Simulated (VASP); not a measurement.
La:

```xyz
2
Lattice="3.7500 0.0000 0.0000 -1.8750 3.2476 0.0000 0.0000 0.0000 6.0700" Properties=species:S:1:pos:R:3 pbc="T T T"
La    0.0000    2.1651    1.5175
La    1.8750    1.0825    4.5525
```

This isn't the form of La at room conditions, which is double hcp.

Base run:

* Program: VASP 6.6.1
* Functional: PBEsol
* Potentials or basis: VASP PAW PBE potentials, release 64 (La)
* Cutoff: 300 eV
* k mesh: 10 × 10 × 6
* Occupations: fermi-dirac, width 0.05 eV
* Spin: no spin polarisation

Its results: band gap on the k mesh none (metal or under the smearing width); pressure -1.8 GPa.

Question: After a change of settings the same cell gave: band gap on the k mesh none (metal or under the smearing width); pressure -0.9 GPa. Which change was it?
A. functional from PBEsol to LDA; potentials or basis from VASP PAW PBE potentials, release 64 (La) to VASP PAW LDA potentials, release 64 (La); cutoff from 300 eV to 520 eV
B. cutoff from 300 eV to 520 eV; k mesh from 10 × 10 × 6 to 4 × 4 × 2
C. cutoff from 300 eV to 520 eV

Answer: B.

Caveats: some runs use coarse meshes; the PAW data sets were made with another functional, which shifts forces and pressure a little.
